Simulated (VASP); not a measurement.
CdSe:

```xyz
2
Lattice="0.0000 3.0703 3.0703 3.0703 0.0000 3.0703 3.0703 3.0703 0.0000" Properties=species:S:1:pos:R:3 pbc="T T T"
Cd    0.0000    0.0000    0.0000
Se    4.6054    4.6054    4.6054
```

Measurements of this composition are mostly on another form, of space group No. 186.

| Item | Value |
| --- | --- |
| Program | VASP 6.6.1 |
| Task | relaxation of cell and atoms |
| Functional | PBE |
| Potentials or basis | VASP PAW PBE potentials, release 64 (Cd, Se) |
| Cutoff | 350 eV |
| k mesh | 10 × 10 × 10 |
| Occupations | gaussian, width 0.02 eV |
| Spin | no spin polarisation |

At the start: pressure 1.2 GPa; volume 28.94 Å³/atom.

Question: How do energy, volume and symmetry change on relaxing?

Answer: Over 3 steps the energy falls by 2.7 meV/atom and the volume is 29.69 Å³/atom (+2.6 %); space group F-43m (No. 216, to 0.05 Å).

The path:
| step | energy change (eV) | largest force (eV/Å) | pressure (GPa) | volume (Å³) |
| --- | --- | --- | --- | --- |
| 1 | 0.0000 | 0.0000 | 1.20 | 57.88 |
| 2 | -0.0052 | 0.0000 | -0.24 | 59.72 |
| 3 | -0.0055 | 0.0000 | 0.00 | 59.38 |

Final structure:
```
Cd Se
1.0
     0.00000    3.09656    3.09656
     3.09656    0.00000    3.09656
     3.09656    3.09656    0.00000
Cd Se
1 1
Cartesian
  0.0000 0.0000 0.0000
  4.6448 4.6448 4.6448
```
